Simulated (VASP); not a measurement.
BaSc: single point with PBE

Crystal: BaSc.

```
Ba Sc
1.0
     4.27120    0.00000    0.00000
     0.00000    4.27120    0.00000
     0.00000    0.00000    4.27120
Ba Sc
1 1
Direct
  0.50000 0.50000 0.50000
  0.00000 0.00000 0.00000
```

The cell comes from a database or a generator and needn't be the stable form of this composition.

```json
{
  "Program": "VASP 6.6.1",
  "Task": "single point",
  "Functional": "PBE",
  "Potentials or basis": "VASP PAW PBE potentials, release 64 (Ba_sv, Sc_sv)",
  "Cutoff": "520 eV",
  "k mesh": "10 × 10 × 10",
  "Occupations": "fermi-dirac, width 0.15 eV",
  "Spin": "no spin polarisation",
  "Dipole correction": "no",
  "Further INCAR settings": "ALGO = Normal; EDIFF = 1e-07; NBANDS = 18"
}
```

```yaml
Pressure: 0.2 GPa
Band_gap_on_the_k_mesh: none (metal or under the smearing width)
```

Levels at points of the mesh, in eV from the Fermi level:
```tsv
k point	band 7	band 8	band 9	band 10	band 11	band 12	band 13	band 14	band 15	band 16
(0.00, 0.00, 0.00)	-12.90	-12.90	-3.63	-0.86	-0.86	1.13	1.13	1.13	2.87	2.87
(0.50, 0.00, 0.00)	-12.86	-12.86	-1.34	-1.15	0.18	1.09	1.09	1.26	1.40	1.81
(0.50, 0.50, 0.00)	-13.26	-12.82	-1.87	-0.72	0.34	0.34	1.42	1.42	1.72	1.75
(0.50, 0.50, 0.50)	-13.22	-13.22	-0.38	-0.38	-0.38	0.67	0.67	0.67	1.78	1.78
```

Wall time 36 s on 1 thread of AMD EPYC 9R14 (Zen 4), on a shared host, peak memory 0.2 GiB.

The run has no spin-orbit coupling, so splittings on Ba are missing.
